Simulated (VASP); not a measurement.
# MgO: a GW gap and what it depends on, part 2 of 3

Aim: test the GW correction to the gap of MgO. The starting structure is a measured crystal structure from the Crystallography Open Database. Cell and atoms stay as given.

VASP 6.6.1.

Results so far: G0W0 (response cutoff 100 eV, 5×5×5 mesh) 7.13 eV; G0W0 (response cutoff 160 eV, 5×5×5 mesh) 7.33 eV.

### Step 4. G0W0 (response cutoff 240 eV, 5×5×5 mesh)

Level of this step: G0W0 on LDA; plane waves and PAW (Mg_GW, O_GW) (VASP).

It reads the orbitals and their derivatives (WAVECAR and WAVEDER) of a run with the empty bands, which follows a ground-state run; neither is shown.

Contents of INCAR:

```
SYSTEM = MgO
PREC = Accurate
ENCUT = 440
ISMEAR = 0
SIGMA = 0.01
LREAL = .FALSE.
GGA = CA
NBANDS = 160
ALGO = EVGW0
NELMGW = 1
ENCUTGW = 240
NOMEGA = 40
PRECFOCK = Fast
NBANDSGW = 12
LWAVE = .FALSE.
LCHARG = .FALSE.
```

Contents of POSCAR:

```
MgO
1.0
    0.0000000000      2.1052050000      2.1052050000
    2.1052050000      0.0000000000      2.1052050000
    2.1052050000      2.1052050000      0.0000000000
Mg O
1 1
Direct
    0.0000000000      0.0000000000      0.0000000000
    0.5000000000      0.5000000000      0.5000000000
```

Contents of KPOINTS:

```
Automatic mesh
0
Gamma
5 5 5
0 0 0
```

The projector-augmented-wave data sets are Mg_GW and O_GW (LDA family, release 64).

Started as:

```console
$ mpirun -np 4 vasp_std
```

Output:

```text
[banner, memory and clock lines left out]
running    4 mpi-ranks, on    1 nodes
[...]
|                                                                             |
|           W    W    AA    RRRRR   N    N  II  N    N   GGGG   !!!           |
|           W    W   A  A   R    R  NN   N  II  NN   N  G    G  !!!           |
|           W    W  A    A  R    R  N N  N  II  N N  N  G       !!!           |
|           W WW W  AAAAAA  RRRRR   N  N N  II  N  N N  G  GGG   !            |
|           WW  WW  A    A  R   R   N   NN  II  N   NN  G    G                |
|           W    W  A    A  R    R  N    N  II  N    N   GGGG   !!!           |
|                                                                             |
|     The default for ENCUTGWSOFT is different in this version of VASP.       |
|     please manually set ENCUTGWSOFT =240 in the INCAR file.                 |
|                                                                             |

 LDA part: xc-table for (Slater(with rela. corr.)+CA(PZ))
[...]
total number of BLAS operations        396.46 Gflops
NQ=   6   -0.4000    0.2000    0.0000,
|.........|.........|.........|.........|.........|.........|.........|.........
 performed       2579000 updates of chi_q(r,r)
 total number of BLAS operations        520.32 Gflops
NQ=   7   -0.2000    0.2000    0.0000,
|.........|.........|.........|.........|.........|.........|.........|.........
 performed       3061000 updates of chi_q(r,r)
 total number of BLAS operations        611.84 Gflops
NQ=   8    0.4000    0.4000    0.0000,
|.........|.........|.........|.........|.........|.........|.........|.........
 performed       3428000 updates of chi_q(r,r)
 total number of BLAS operations        688.93 Gflops
NQ=   9   -0.4000    0.4000    0.0000,
|.........|.........|.........|.........|.........|.........|.........|.........
 performed       3910000 updates of chi_q(r,r)
 total number of BLAS operations        792.73 Gflops
NQ=  10   -0.4000    0.4000    0.2000,
|.........|.........|.........|.........|.........|.........|.........|.........
 performed       4507000 updates of chi_q(r,r)
 total number of BLAS operations        909.08 Gflops
 resolving degeneracies of screened two electron integrals

 calculate QP shifts <psi_nk| G(iteration)W_0 |psi_nk>: iteration 1
 entering main loop
[key lines of the parts left out:]
E-fermi :   5.2237
```

Elapsed: 33 s, on 4 MPI ranks of Intel Xeon Platinum 8375C at 2.90GHz (Ice Lake), shared host; peak memory 0.72 GiB; 2 min of CPU time.

From OUTCAR (step 4):

```text
 QP shifts <psi_nk| G(iteration)W_0 |psi_nk>: iteration 1
 for sc-GW calculations column KS-energies equals QP-energies in previous step
 and V_xc(KS)=  KS-energies - (<T + V_ion + V_H > + <T+V_H+V_ion>^1  + <V_x>^1)
 k-point   1 :       0.0000    0.0000    0.0000
  band No.  KS-energies  QP-energies   sigma(KS)   V_xc(KS)     V^pw_x(r,r')   Z            occupation Imag(sigma)
      1     -14.1209     -16.5639     -21.3183     -17.8014     -29.6017       0.6947       2.0000       1.1605
      2       2.8909       1.5071     -21.5907     -19.8149     -25.1609       0.7792       2.0000       0.0743
      3       2.8909       1.5071     -21.5907     -19.8149     -25.1609       0.7792       2.0000       0.0743
      4       2.8909       1.5071     -21.5907     -19.8149     -25.1609       0.7792       2.0000       0.0743
      5       7.5564       8.9676     -10.9736     -12.6706      -7.5528       0.8315       0.0000      -0.1088
      6      18.4253      20.0991      -7.6592      -9.6840      -3.0856       0.8267       0.0000      -0.1565
      7      18.4253      20.0991      -7.6592      -9.6840      -3.0856       0.8267       0.0000      -0.1565
      8      18.4253      20.0991      -7.6592      -9.6840      -3.0856       0.8267       0.0000      -0.1565
    ...

[... 1 part as in an earlier step ...]

[... 2 further parts left out ...]
[key lines of the parts left out:]
E-fermi :   5.2237
```

G0W0 (response cutoff 240 eV, 5×5×5 mesh): the quasiparticle gap on this mesh is 7.460 eV, +2.795 eV from the LDA gap on the same points, with 160 bands.

### Step 5. GW0 with iterated eigenvalues (response cutoff 160 eV, 5×5×5 mesh)

It reads the orbitals and their derivatives (WAVECAR and WAVEDER) of a run with the empty bands, which follows a ground-state run; neither is shown.

Edit INCAR of step 4 so:

```diff
@@ -7,6 +7,6 @@
 GGA = CA
-NBANDS = 160
+NBANDS = 88
 ALGO = EVGW0
-NELMGW = 1
-ENCUTGW = 240
+NELMGW = 4
+ENCUTGW = 160
 NOMEGA = 40
```

POSCAR is that of step 4.

KPOINTS is that of step 4.

Started as:

```console
$ mpirun -np 4 vasp_std
```

Output:

```text
[banner, memory and clock lines left out]
running    4 mpi-ranks, on    1 nodes
[...]
[... a notice as in an earlier step ...]

 LDA part: xc-table for (Slater(with rela. corr.)+CA(PZ))
 , standard interpolation
 found WAVECAR, reading the header
 POSCAR, INCAR and KPOINTS ok, starting setup
[...]
reading WAVECAR
 the WAVECAR file was read successfully
 initial charge from wavefunction
 available memory per node:    151.59 GB, setting MAXMEM to    155227

 The Fermi energy was updated, please check that it is located mid-gap
 values below the HOMO (VB) or above the LUMO (CB) will cause erroneous energies
 E-fermi :   5.2237

 calculate exact exchange contribution
 the WAVEDER file was read successfully
energies w=
    0.000    0.000    0.987    0.000    1.967    0.000    2.937    0.000
    3.891    0.000    4.827    0.000    5.743    0.000    6.638    0.000
    7.514    0.000    8.371    0.000    9.214    0.000   10.045    0.000
[...]
total number of BLAS operations         58.82 Gflops
NQ=   6   -0.4000    0.2000    0.0000,
|.........|.........|.........|.........|.........|.........|.........|.........
 performed       1407000 updates of chi_q(r,r)
 total number of BLAS operations         78.81 Gflops
NQ=   7   -0.2000    0.2000    0.0000,
|.........|.........|.........|.........|.........|.........|.........|.........
 performed       1670000 updates of chi_q(r,r)
 total number of BLAS operations         94.04 Gflops
NQ=   8    0.4000    0.4000    0.0000,
|.........|.........|.........|.........|.........|.........|.........|.........
 performed       1870000 updates of chi_q(r,r)
 total number of BLAS operations        106.44 Gflops
NQ=   9   -0.4000    0.4000    0.0000,
|.........|.........|.........|.........|.........|.........|.........|.........
 performed       2133000 updates of chi_q(r,r)
 total number of BLAS operations        124.68 Gflops
NQ=  10   -0.4000    0.4000    0.2000,
|.........|.........|.........|.........|.........|.........|.........|.........
 performed       2459000 updates of chi_q(r,r)
 total number of BLAS operations        144.02 Gflops
 resolving degeneracies of screened two electron integrals

 calculate QP shifts <psi_nk| G(iteration)W_0 |psi_nk>: iteration 4
 entering main loop
```

Elapsed: 49 s, on 4 MPI ranks; peak memory 0.56 GiB.

Parts of OUTCAR (step 5):

```text
 QP shifts <psi_nk| G(iteration)W_0 |psi_nk>: iteration 2
 k-point   1 :       0.0000    0.0000    0.0000
  band No. old QP-enery  QP-energies   sigma(KS)   T+V_ion+V_H  V^pw_x(r,r')   Z            occupation Imag(sigma)
      1     -16.4193     -17.0478     -20.9699       3.6805     -29.6017       0.7223       2.0000       1.3806
      2       1.7050       1.4848     -21.2815      22.7058     -25.1609       0.7843       2.0000       0.1498
      3       1.7050       1.4848     -21.2815      22.7058     -25.1609       0.7843       2.0000       0.1498
      4       1.7050       1.4848     -21.2815      22.7058     -25.1609       0.7843       2.0000       0.1498
      5       9.0358       9.2241     -10.9659      20.2270      -7.5528       0.8358       0.0000      -0.0731
      6      20.1336      20.3968      -7.6571      28.1092      -3.0856       0.8263       0.0000      -0.1440
      7      20.1336      20.3968      -7.6571      28.1092      -3.0856       0.8263       0.0000      -0.1440
      8      20.1336      20.3968      -7.6571      28.1092      -3.0856       0.8263       0.0000      -0.1440
    ...

 QP shifts <psi_nk| G(iteration)W_0 |psi_nk>: iteration 3
 k-point   1 :       0.0000    0.0000    0.0000
  band No. old QP-enery  QP-energies   sigma(KS)   T+V_ion+V_H  V^pw_x(r,r')   Z            occupation Imag(sigma)
      1     -17.0478     -17.1939     -20.9270       3.6805     -29.6017       0.7353       2.0000       1.4547
      2       1.4848       1.4427     -21.2746      22.7058     -25.1609       0.7845       2.0000       0.1494
      3       1.4848       1.4427     -21.2746      22.7058     -25.1609       0.7845       2.0000       0.1494
      4       1.4848       1.4427     -21.2746      22.7058     -25.1609       0.7845       2.0000       0.1494
      5       9.2241       9.2441     -10.9790      20.2270      -7.5528       0.8359       0.0000      -0.0748
      6      20.3968      20.4382      -7.6623      28.1092      -3.0856       0.8261       0.0000      -0.1454
      7      20.3968      20.4382      -7.6623      28.1092      -3.0856       0.8261       0.0000      -0.1454
      8      20.3968      20.4382      -7.6623      28.1092      -3.0856       0.8261       0.0000      -0.1454
    ...

 QP shifts <psi_nk| G(iteration)W_0 |psi_nk>: iteration 4
 k-point   1 :       0.0000    0.0000    0.0000
  band No. old QP-enery  QP-energies   sigma(KS)   T+V_ion+V_H  V^pw_x(r,r')   Z            occupation Imag(sigma)
      1     -17.1939     -17.2262     -20.9181       3.6805     -29.6017       0.7378       2.0000       1.4737
      2       1.4427       1.4343     -21.2738      22.7058     -25.1609       0.7847       2.0000       0.1494
      3       1.4427       1.4343     -21.2738      22.7058     -25.1609       0.7847       2.0000       0.1494
      4       1.4427       1.4343     -21.2738      22.7058     -25.1609       0.7847       2.0000       0.1494
      5       9.2441       9.2457     -10.9810      20.2270      -7.5528       0.8354       0.0000      -0.0736
      6      20.4382      20.4446      -7.6633      28.1092      -3.0856       0.8265       0.0000      -0.1456
      7      20.4382      20.4446      -7.6633      28.1092      -3.0856       0.8265       0.0000      -0.1456
      8      20.4382      20.4446      -7.6633      28.1092      -3.0856       0.8265       0.0000      -0.1456
    ...

[... 3 parts as in an earlier step ...]

[... 1 further part left out ...]
[key lines of the parts left out:]
E-fermi :   5.2237
```

GW0 with iterated eigenvalues (response cutoff 160 eV, 5×5×5 mesh): the quasiparticle gap on this mesh is 7.811 eV, +3.146 eV from the LDA gap on the same points, with 88 bands.

### Step 6. G0W0 (response cutoff 100 eV, 6×6×6 mesh)

It reads the orbitals and their derivatives (WAVECAR and WAVEDER) of a run with the empty bands, which follows a ground-state run; neither is shown.

Edit INCAR of step 5 so:

```diff
@@ -7,6 +7,6 @@
 GGA = CA
-NBANDS = 88
+NBANDS = 44
 ALGO = EVGW0
-NELMGW = 4
-ENCUTGW = 160
+NELMGW = 1
+ENCUTGW = 100
 NOMEGA = 40
```

POSCAR is that of step 5.

Contents of KPOINTS:

```
Automatic mesh
0
Gamma
6 6 6
0 0 0
```

Started as:

```console
$ mpirun -np 4 vasp_std
```

Output:

```text
[banner, memory and clock lines left out]
running    4 mpi-ranks, on    1 nodes
[...]
[... a notice as in an earlier step ...]

 LDA part: xc-table for (Slater(with rela. corr.)+CA(PZ))
 , standard interpolation
 found WAVECAR, reading the header
 POSCAR, INCAR and KPOINTS ok, starting setup
[...]
reading WAVECAR
 the WAVECAR file was read successfully
 initial charge from wavefunction
 available memory per node:    150.33 GB, setting MAXMEM to    153940

 The Fermi energy was updated, please check that it is located mid-gap
 values below the HOMO (VB) or above the LUMO (CB) will cause erroneous energies
 E-fermi :   5.2221

 calculate exact exchange contribution
 the WAVEDER file was read successfully
energies w=
    0.000    0.000    0.988    0.000    1.971    0.000    2.942    0.000
    3.899    0.000    4.836    0.000    5.753    0.000    6.650    0.000
    7.528    0.000    8.387    0.000    9.231    0.000   10.064    0.000
[...]
total number of BLAS operations         34.39 Gflops
NQ=  12   -0.3333    0.3333    0.0000,
|.........|.........|.........|.........|.........|.........|.........|.........
 performed       2414000 updates of chi_q(r,r)
 total number of BLAS operations         37.16 Gflops
NQ=  13    0.5000    0.5000    0.0000,
|.........|.........|.........|.........|.........|.........|.........|.........
 performed       2531000 updates of chi_q(r,r)
 total number of BLAS operations         38.67 Gflops
NQ=  14    0.5000    0.3333    0.1667,
|.........|.........|.........|.........|.........|.........|.........|.........
 performed       2804000 updates of chi_q(r,r)
 total number of BLAS operations         42.72 Gflops
NQ=  15   -0.3333    0.3333    0.1667,
|.........|.........|.........|.........|.........|.........|.........|.........
 performed       3050000 updates of chi_q(r,r)
 total number of BLAS operations         46.20 Gflops
NQ=  16   -0.3333    0.5000    0.1667,
|.........|.........|.........|.........|.........|.........|.........|.........
 performed       3266000 updates of chi_q(r,r)
 total number of BLAS operations         48.98 Gflops
 resolving degeneracies of screened two electron integrals

 calculate QP shifts <psi_nk| G(iteration)W_0 |psi_nk>: iteration 1
 entering main loop
```

Run time: 27 s. Hardware: 4 MPI ranks; peak memory 0.56 GiB.

From OUTCAR (step 6):

```text
 QP shifts <psi_nk| G(iteration)W_0 |psi_nk>: iteration 1
 for sc-GW calculations column KS-energies equals QP-energies in previous step
 and V_xc(KS)=  KS-energies - (<T + V_ion + V_H > + <T+V_H+V_ion>^1  + <V_x>^1)
 k-point   1 :       0.0000    0.0000    0.0000
  band No.  KS-energies  QP-energies   sigma(KS)   V_xc(KS)     V^pw_x(r,r')   Z            occupation Imag(sigma)
      1     -14.1229     -16.3456     -20.9211     -17.8014     -29.6022       0.7125       2.0000       1.2147
      2       2.8885       1.9297     -21.0376     -19.8144     -25.1319       0.7838       2.0000       0.1207
      3       2.8885       1.9297     -21.0376     -19.8144     -25.1319       0.7838       2.0000       0.1207
      4       2.8885       1.9297     -21.0376     -19.8144     -25.1319       0.7838       2.0000       0.1207
      5       7.5556       9.0580     -10.8747     -12.6703      -7.6087       0.8367       0.0000      -0.0815
      6      18.4251      20.2462      -7.4818      -9.6845      -3.0923       0.8267       0.0000      -0.1500
      7      18.4251      20.2462      -7.4818      -9.6845      -3.0923       0.8267       0.0000      -0.1500
      8      18.4251      20.2462      -7.4818      -9.6845      -3.0923       0.8267       0.0000      -0.1500
    ...

[... 1 part as in an earlier step ...]

[... 2 further parts left out ...]
[key lines of the parts left out:]
E-fermi :   5.2221
```

G0W0 (response cutoff 100 eV, 6×6×6 mesh): the quasiparticle gap on this mesh is 7.128 eV, +2.461 eV from the LDA gap on the same points, with 44 bands.

(Continued in part 3 of 3.)

[Lines on the potential files, build, host, timing and source positions are cut from VASP's logs without a mark.]

[Logs are printed without paths, hosts, clocks, repeated set-up lines and the standing remarks that a program may print on its own settings, such as how far it seeks lower states.]

[Hosts, paths, dates, database ids (printed as entryN), source tags and the programs' standing remarks are cut or masked in the printed files.]
